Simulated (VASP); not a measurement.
Method: optB88-vdW, VASP's PBE PAW potentials (set 64) (plane waves; VASP).

Input for VASP

**POSCAR**
```
Cu
1
    0.0000000000     1.8496084030     1.8496084030
    1.8496084030     0.0000000000     1.8496084030
    1.8496084030     1.8496084030     0.0000000000
Cu
1
Direct
  0.0000000000   0.0000000000   0.0000000000
```

KPOINTS:
```
Automatic mesh
0
Gamma
17 17 17
0 0 0
```

INCAR:
```
LUSE_VDW = .TRUE.
PARAM1 = 0.1833333333
AGGAC = 0.0
ENCUT = 520   ! plane-wave cut-off (eV)
LASPH = .TRUE.
LMAXMIX = 4
PREC = Accurate
ISMEAR = 1   ! Methfessel-Paxton
LREAL = .FALSE.
GGA = BO
LWAVE = .FALSE.
SYSTEM = Cu
ALGO = Normal   ! blocked Davidson
ISIF = 2   ! forces and stress, cell fixed
EDIFF = 1E-7   ! SCF stop (eV)
NELM = 100
LCHARG = .FALSE.
PARAM2 = 0.22
SIGMA = 0.1   ! width (eV)
```

POTCAR, in this order: Cu (PBE.64 set). Program: vasp_std.

The resulting files:

File OSZICAR:
```
       N       E                     dE             d eps       ncg     rms          rms(c)
DAV:   1     0.407493218955E+02    0.40749E+02   -0.56811E+03  3027   0.202E+03
DAV:   2    -0.100975347467E+01   -0.41759E+02   -0.40070E+02  2975   0.197E+02
DAV:   3    -0.145983709349E+01   -0.45008E+00   -0.44851E+00  3639   0.299E+01
DAV:   4    -0.146313722398E+01   -0.33001E-02   -0.32999E-02  3593   0.233E+00
DAV:   5    -0.146317659811E+01   -0.39374E-04   -0.39374E-04  3565   0.196E-01    0.695E+00
DAV:   6    -0.107212545383E+01    0.39105E+00   -0.14799E+01  3161   0.885E+01    0.384E+00
DAV:   7    -0.727897332255E+00    0.34423E+00   -0.24558E+00  3152   0.363E+01    0.509E-01
DAV:   8    -0.718813987663E+00    0.90833E-02   -0.54201E-03  3298   0.136E+00    0.283E-01
DAV:   9    -0.717429515109E+00    0.13845E-02   -0.95200E-03  3310   0.207E+00    0.278E-02
DAV:  10    -0.717435522057E+00   -0.60069E-05   -0.82987E-05  4483   0.186E-01    0.459E-03
DAV:  11    -0.717436125599E+00   -0.60354E-06   -0.43863E-06  3630   0.399E-02    0.950E-04
DAV:  12    -0.717436146484E+00   -0.20885E-07   -0.17556E-07  1957   0.773E-03
   1 F= -.71743615E+00 E0= -.71726685E+00  d E =-.507890E-03
```

OUTCAR:
```
------------------------ aborting loop because EDIFF is reached ----------------------------------------
  FORCE on cell =-STRESS in cart. coord.  units (eV):
  Direction    XX          YY          ZZ          XY          YZ          ZX
  --------------------------------------------------------------------------------------
  Total       -0.5621174     -0.5621174     -0.5621174      0.0000000      0.0000000     -0.0000000
  in kB      -71.1652917    -71.1652917    -71.1652917      0.0000000      0.0000000     -0.0000000
  external PRESSURE =     -71.1652917 kB  Pullay stress =       0.0000000 kB
  volume of cell :       12.66
      direct lattice vectors                 reciprocal lattice vectors
     0.000000000  1.849608403  1.849608403    -0.270327492  0.270327492  0.270327492
     1.849608403  0.000000000  1.849608403     0.270327492 -0.270327492  0.270327492
     1.849608403  1.849608403  0.000000000     0.270327492  0.270327492 -0.270327492
 POSITION                                       TOTAL-FORCE (eV/Angst)
 -----------------------------------------------------------------------------------
      0.00000      0.00000      0.00000         0.000000      0.000000      0.000000
 -----------------------------------------------------------------------------------
    total drift:                               -0.000000     -0.000000     -0.000000
  FREE ENERGIE OF THE ION-ELECTRON SYSTEM (eV)
  ---------------------------------------------------
  free  energy   TOTEN  =        -0.7174361465 eV

  energy  without entropy=       -0.7169282567  energy(sigma->0) =       -0.71726685
```
(Selected blocks of OUTCAR.)

The compound is Cu in the fcc structure. This cell is one point of a volume scan, at 1.06 of the reference volume.
